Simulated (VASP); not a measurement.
Here is the system:

```
NiSi2
1.0
    4.21795     0.00000     0.00000
   -2.10897     3.65285     0.00000
    0.00000     0.00000     2.47889
Ni Si
1 2
Cartesian
  0.00000   0.00000   0.00000
  0.00000   2.43523   1.23944
  2.10898   1.21762   1.23944
```

Level of theory: r2SCAN meta-GGA with spin-orbit coupling, VASP's PBE PAW potentials (set 64) (plane waves; VASP). Run with 400 eV cut-off, 8×8×11 Γ-centred mesh, Gaussian smearing of 0.050 eV, potentials Ni Si.

Task: What does the run give for the energy per atom (σ→0), band gap (over mesh and band path) with the smallest direct gap where there is one?

Result: 
```json
{
  "band gap (over mesh and band path)": "none (metal, semimetal or under 0.01 eV)",
  "energy per atom (σ→0)": "-9.467 eV/atom"
}
```

Only differences to runs with the same potentials and settings are physical.

The structure was generated: Si2Ni was put into the AlB2 type (P6/mmm), which need not be its known phase. It was relaxed first, which changed the volume by -48 %.
